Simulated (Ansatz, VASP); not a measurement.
# Cross-check of ZnWO4 (ZnWO4 (P2/c)) between VASP and Ansatz, part 2 of 2

Aim: how closely do two programs agree when they are given the same cell, functional and k mesh? The cell is taken from a series of runs on this material, whose earlier steps may have relaxed, scaled, displaced or heated it; both programs get it as it stands.

VASP 6.6.1 and Ansatz 0.2.0.

So far: Set-up; Ansatz: relaxation of cell and atoms, PBEsol.

### 3. VASP: relaxation of cell and atoms, PBEsol

Level of this step: PBEsol, no spin polarisation; plane waves and PAW (Zn, W, O) (VASP).

The same cell, functional and mesh now go to VASP, with its own data sets.

Lines of VASP's logs that name or quote its potential files are left out, and so is its time.

INCAR

```
SYSTEM = ZnWO4
PREC = Accurate
ENCUT = 600
EDIFF = 1E-07
NELM = 120
ISMEAR = 0
SIGMA = 0.01
LREAL = .FALSE.
ALGO = Normal
GGA = PS
NBANDS = 54
LASPH = .TRUE.
LORBIT = 11
LWAVE = .FALSE.
LCHARG = .FALSE.
ISIF = 3
IBRION = 2
NSW = 80
EDIFFG = -0.005
GGA_COMPAT = .FALSE.
NELMIN = 4
EFERMI = MIDGAP
KPAR = 2
```

POSCAR

```
ZnWO4
1.0
    4.6767190000      0.0000000000      0.0000000000
    0.0000000000      5.7297110000      0.0000000000
   -0.0504970000      0.0000000000      4.9361960000
Zn W O
2 2 8
Direct
    0.5000000535      0.6763571496      0.7500000000
    0.5000000535      0.3236428504      0.2500000000
    0.0000000535      0.1811267619      0.7500000000
    0.0000000535      0.8188732381      0.2500000000
    0.7826874681      0.1064327677      0.0649167902
    0.2173126389      0.1064327677      0.4350832098
    0.2173126389      0.8935672323      0.9350832098
    0.7826874681      0.8935672323      0.5649167902
    0.7430727418      0.3761098945      0.5973356812
    0.2569273652      0.3761098945      0.9026643188
    0.2569273652      0.6238901055      0.4026643188
    0.7430727418      0.6238901055      0.0973356812
```

KPOINTS

```
Automatic mesh
0
Gamma
6 5 6
0 0 0
```

The projector-augmented-wave data sets are Zn, W and O (PBE family, release 64).

Run with:

```console
mpirun -np 2 vasp_std
```

Numbers of over 12 decimals in the logs are rounded to 6 here.

Log:

```text
[banner, memory and clock lines left out]
running    2 mpi-ranks, on    1 nodes
 distrk:  each k-point on    1 cores,    2 groups
 distr:  one band on    1 cores,    1 groups

 POSCAR found type information on POSCAR ZnW O
 POSCAR found :  3 types and      12 ions
|                                                                             |
|               ----> ADVICE to this user running VASP <----                  |
|                                                                             |
|     You enforced a specific xc type in the INCAR file but a different       |
|     [... a line on the potential file left out ...]
|     I HOPE YOU KNOW WHAT YOU ARE DOING!                                     |
|                                                                             |

 LDA part: xc-table for (Slater+PW92), standard interpolation
 POSCAR, INCAR and KPOINTS ok, starting setup
 FFT: planning ... GRIDC
 FFT: planning ... GRID_SOFT
 FFT: planning ... GRID
 WAVECAR not read
 entering main loop
       N       E                     dE             d eps       ncg     rms          rms(c)
DAV:   1     0.103351001535E+04    0.10335E+04   -0.43906E+04  6480   0.203E+03
DAV:   2     0.656419274001E+02   -0.96787E+03   -0.90926E+03  6736   0.542E+02
DAV:   3    -0.105471220876E+03   -0.17111E+03   -0.16597E+03  7148   0.214E+02
DAV:   4    -0.114533737780E+03   -0.90625E+01   -0.89666E+01  7664   0.536E+01
DAV:   5    -0.114690347384E+03   -0.15661E+00   -0.15617E+00  7730   0.719E+00    0.743E+01
DAV:   6    -0.967832987888E+02    0.17907E+02   -0.74728E+01  9692   0.706E+01    0.196E+01
DAV:   7    -0.962703045635E+02    0.51299E+00   -0.13893E+01  8232   0.235E+01    0.254E+01
DAV:   8    -0.957690297601E+02    0.50127E+00   -0.15699E+00  8300   0.162E+01    0.129E+00
DAV:   9    -0.957544147014E+02    0.14615E-01   -0.28598E-01  9146   0.107E+01    0.603E-01
DAV:  10    -0.957581194717E+02   -0.37048E-02   -0.48741E-02  7444   0.126E+00    0.259E-01
DAV:  11    -0.957584500752E+02   -0.33060E-03   -0.48140E-03  9362   0.558E-01    0.192E-01
DAV:  12    -0.957584516727E+02   -0.15975E-05   -0.12229E-03  9682   0.577E-01    0.667E-02
DAV:  13    -0.957584388169E+02    0.12856E-04   -0.33140E-04  9228   0.322E-01    0.204E-02
DAV:  14    -0.957584393444E+02   -0.52754E-06   -0.76681E-05  8362   0.660E-02    0.276E-02
DAV:  15    -0.957584394021E+02   -0.57673E-07   -0.73272E-06  9136   0.427E-02    0.923E-03
DAV:  16    -0.957584391149E+02    0.28721E-06   -0.62038E-06  9274   0.196E-02    0.761E-03
DAV:  17    -0.957584390635E+02    0.51396E-07   -0.10304E-06  7180   0.602E-03    0.174E-03
DAV:  18    -0.957584390232E+02    0.40289E-07   -0.43836E-08  4182   0.391E-03
   1 F= -.95758439E+02 E0= -.95758439E+02  d E =-.957584E+02
[... from here on, the cycles between the ionic steps are left out ...]
   2 F= -.95753190E+02 E0= -.95753190E+02  d E =0.524869E-02
   3 F= -.95764120E+02 E0= -.95764120E+02  d E =-.568118E-02
   4 F= -.95765317E+02 E0= -.95765317E+02  d E =-.119643E-02
   5 F= -.95767060E+02 E0= -.95767060E+02  d E =-.294023E-02
   6 F= -.95766873E+02 E0= -.95766873E+02  d E =0.187727E-03
   7 F= -.95767384E+02 E0= -.95767384E+02  d E =-.323155E-03
   8 F= -.95767469E+02 E0= -.95767469E+02  d E =-.855569E-04
   9 F= -.95767572E+02 E0= -.95767572E+02  d E =-.188315E-03
  10 F= -.95767543E+02 E0= -.95767543E+02  d E =0.293744E-04
  11 F= -.95767586E+02 E0= -.95767586E+02  d E =-.141334E-04
 curvature:  -0.32 expect dE=-0.145E-04 dE for cont linesearch -0.314E-09
 trial: gam= 0.65762 g(F)=  0.422E-04 g(S)=  0.376E-05 ort =-0.329E-06 (trialstep = 0.985E+00)
 search vector abs. value=  0.928E-04
 bond charge predicted
       N       E                     dE             d eps       ncg     rms          rms(c)
DAV:   1    -0.957675710713E+02    0.14997E-04   -0.21796E-02  6480   0.750E-01    0.347E-02
DAV:   2    -0.957676149936E+02   -0.43922E-04   -0.51602E-04  7488   0.126E-01    0.231E-02
DAV:   3    -0.957676113387E+02    0.36549E-05   -0.66625E-06  8148   0.170E-02    0.154E-02
DAV:   4    -0.957676092987E+02    0.20400E-05   -0.43417E-06  8054   0.169E-02    0.260E-03
DAV:   5    -0.957676093820E+02   -0.83274E-07   -0.16481E-06  7256   0.739E-03    0.165E-03
DAV:   6    -0.957676093693E+02    0.12748E-07   -0.22804E-07  4104   0.277E-03
  12 F= -.95767609E+02 E0= -.95767609E+02  d E =-.233338E-04
 trial-energy change:   -0.000023  1 .order   -0.000024   -0.000045   -0.000002
 step:   1.0361(harm=  1.0361)  dis= 0.00062  next Energy=   -95.767610 (dE=-0.237E-04)
 reached required accuracy - stopping structural energy minimisation
```

From OUTCAR (step 3):

```text
ion  position               nearest neighbor table
   1  0.500  0.676  0.750-   8 2.04   7 2.04  12 2.07  11 2.07   9 2.20  10 2.20
   2  0.500  0.324  0.250-   5 2.04   6 2.04   9 2.07  10 2.07  12 2.20  11 2.20
   3  0.000  0.181  0.750-  10 1.80   9 1.80   6 1.91   5 1.91   7 2.14   8 2.14   4 3.22   4 3.22

  LATTYP: Found a simple monoclinic cell.
 ALAT       =     4.6767190000
 B/A-ratio  =     1.2251561404
 C/A-ratio  =     1.0555379282
 COS(beta)  =    -0.0102294070

 Subroutine GETGRP returns: Found  4 space group operations
 (whereof  2 operations were pure point group operations)

The static configuration has the point symmetry S_2 .
 The point group associated with its full space group is C_2h.

 Found     60 irreducible k-points:

   k-points           NKPTS =     60   k-points in BZ     NKDIM =     60   number of bands    NBANDS=     54

   dimension x,y,z NGX =    40 NGY =   48 NGZ =   40
   dimension x,y,z NGXF=    80 NGYF=   96 NGZF=   80

   ENCUT  =  600.0 eV  44.10 Ry    6.64 a.u.   9.34 11.44  9.86*2*pi/ulx,y,z

   NELECT =      84.0000    total number of electrons

 k-points in reciprocal lattice and weights: Automatic mesh
   0.00000000  0.00000000  0.00000000       0.006
   0.16666667  0.00000000 -0.00000000       0.011
   0.33333333  0.00000000  0.00000000       0.011
   0.50000000  0.00000000 -0.00000000       0.006
   0.00000000  0.20000000  0.00000000       0.011
   0.16666667  0.20000000 -0.00000000       0.022
   0.33333333  0.20000000  0.00000000       0.022
   0.50000000  0.20000000 -0.00000000       0.011
   0.00000000  0.40000000  0.00000000       0.011
[...]
0.33333333  0.40000000  0.50000000       0.022
   0.50000000  0.40000000  0.50000000       0.011

 average (electrostatic) potential at core
       1 -34.3314       2 -34.3313       3 -43.8596       4 -43.8596       5 -71.8912
       6 -71.8912       7 -71.8912       8 -71.8912       9 -72.1367      10 -72.1367
      11 -72.1367      12 -72.1367

 E-fermi :   3.3143

 k-point     1 :       0.0000    0.0000    0.0000
  band No.  band energies     occupation
    ...
     38       1.0298      2.00000
     39       1.1460      2.00000
     40       1.5577      2.00000
     41       1.5860      2.00000
     42       1.6345      2.00000
     43       5.1070      0.00000
     44       5.5482      0.00000
     45       5.5675      0.00000
     46       5.5729      0.00000
     47       6.3137      0.00000
    ...

 k-point     2 :       0.1667    0.0000   -0.0000
  band No.  band energies     occupation
    ...
     38       1.0686      2.00000
     39       1.2621      2.00000
     40       1.3553      2.00000
     41       1.5845      2.00000
     42       1.6222      2.00000
     43       5.1614      0.00000
     44       5.4753      0.00000
     45       5.5115      0.00000
     46       5.5941      0.00000
     47       6.4561      0.00000
    ...

 k-point     3 :       0.3333    0.0000    0.0000
  band No.  band energies     occupation
    ...
     38       1.0453      2.00000
     39       1.2726      2.00000
     40       1.3798      2.00000
     41       1.7305      2.00000
     42       1.7426      2.00000
     43       5.2806      0.00000
     44       5.3585      0.00000
     45       5.4016      0.00000
     46       5.6911      0.00000
     47       6.1874      0.00000
    ...

  Total        0.0034451     -0.0008681      0.0023006      0.0000000      0.0000000      0.0106455
  in kB        0.0420571     -0.0105971      0.0280853      0.0000000      0.0000000      0.1299575
  external PRESSURE =       0.0198484 kB  Pullay stress =       0.0000000 kB

  energy-cutoff  :      600.00
  volume of cell :      131.24
      direct lattice vectors                 reciprocal lattice vectors
     4.668608810  0.000000000 -0.000286007     0.214196707  0.000000000  0.002207866
     0.000000000  5.713686328  0.000000000     0.000000000  0.175018358  0.000000000
    -0.050714319  0.000000000  4.920064146     0.000012451  0.000000000  0.203249511

 POSITION                                       TOTAL-FORCE (eV/Angst)
 -----------------------------------------------------------------------------------
      2.29627      3.86745      3.68991         0.000000      0.000474     -0.000000
      2.32163      1.84623      1.22987         0.000000     -0.000474     -0.000000
     -0.03804      1.02974      3.69005         0.000000     -0.000340     -0.000000
     -0.01268      4.68395      1.23002         0.000000      0.000340     -0.000000
      3.65055      0.60234      0.32728         0.001595      0.003117     -0.002120
      0.99270      0.60234      2.13247        -0.001595      0.003117      0.002120
      0.96734      5.11134      4.59250        -0.001595     -0.003117      0.002120
      3.62520      5.11134      2.78731         0.001595     -0.003117     -0.002120
      3.43307      2.15253      2.93945         0.000975      0.001410      0.001721
      1.15947      2.15253      4.44036        -0.000975      0.001410     -0.001721
      1.18482      3.56116      1.98032        -0.000975     -0.001410     -0.001721
      3.45843      3.56116      0.47942         0.000975     -0.001410      0.001721
 -----------------------------------------------------------------------------------
    total drift:                               -0.001176     -0.000088      0.000005

  FREE ENERGIE OF THE ION-ELECTRON SYSTEM (eV)
  ---------------------------------------------------
  free  energy   TOTEN  =       -95.7676093693 eV

  energy  without entropy=      -95.7676093693  energy(sigma->0) =      -95.76760937

 reached required accuracy - stopping structural energy minimisation

 total charge
# of ion       s       p       d       tot
------------------------------------------
    1        0.383   0.403   9.902  10.688
    2        0.383   0.403   9.902  10.688
    3        0.727   1.068   4.224   6.019
    4        0.727   1.068   4.224   6.019
    5        1.556   3.482   0.000   5.039
    6        1.556   3.482   0.000   5.039
    7        1.556   3.482   0.000   5.039
    8        1.556   3.482   0.000   5.039
    9        1.566   3.450   0.000   5.016
   10        1.566   3.450   0.000   5.016
   11        1.566   3.450   0.000   5.016
   12        1.566   3.450   0.000   5.016
--------------------------------------------------
tot         14.710  30.669  28.252  73.631

[... 3 further parts left out ...]
```

This run has no spin polarisation, so a moment on W, if there is one, isn't seen. The run keeps the 4 symmetry operations of its start, so it cannot find a distortion of lower symmetry.

### 4. Differences

Known differences besides the potentials themselves: fixed occupations in Ansatz, narrow Gaussian smearing in VASP; the data sets hold 100 valence electrons in Ansatz (on its default PAW (the set named soft_2) files) and 84 in VASP; the cutoff is 420 eV in Ansatz and 600 eV in VASP; Ansatz makes its cores anew for this functional, VASP keeps those of its PBE data sets. Total energies have different zeros and are not compared.

The two programs side by side:

```csv
quantity,Ansatz,VASP,difference
volume (Å³),130.85,131.24,-0.30 %
"edge a after relaxation, in the typed setting (Å)",4.665,4.669,-0.07 %
"edge b after relaxation, in the typed setting (Å)",5.715,5.714,+0.03 %
"edge c after relaxation, in the typed setting (Å)",4.907,4.920,-0.26 %
```

### 5. Results

* difference in volume (relaxation of cell and atoms, PBEsol): -0.30 %

**Reading.** The difference in volume is -0.30 % (relaxation of cell and atoms, PBEsol), within the 1.2 % picked in this series as the mark of a large difference, as far as the stopping tolerances let one tell. The data sets hold unlike numbers of valence electrons (100 in Ansatz and 84 in VASP), so part of the differences comes from the potentials. How closely two codes agree says nothing of how well the functional describes the real material.

[Lines on the potential files, build, host, timing and source positions are cut from VASP's logs without a mark.]

[Logs are printed without paths, hosts, clocks, repeated set-up lines and the standing remarks that a program may print on its own settings, such as how far it seeks lower states.]

[Hosts, paths, dates, database ids (printed as entryN), source tags and the programs' standing remarks are cut or masked in the printed files.]
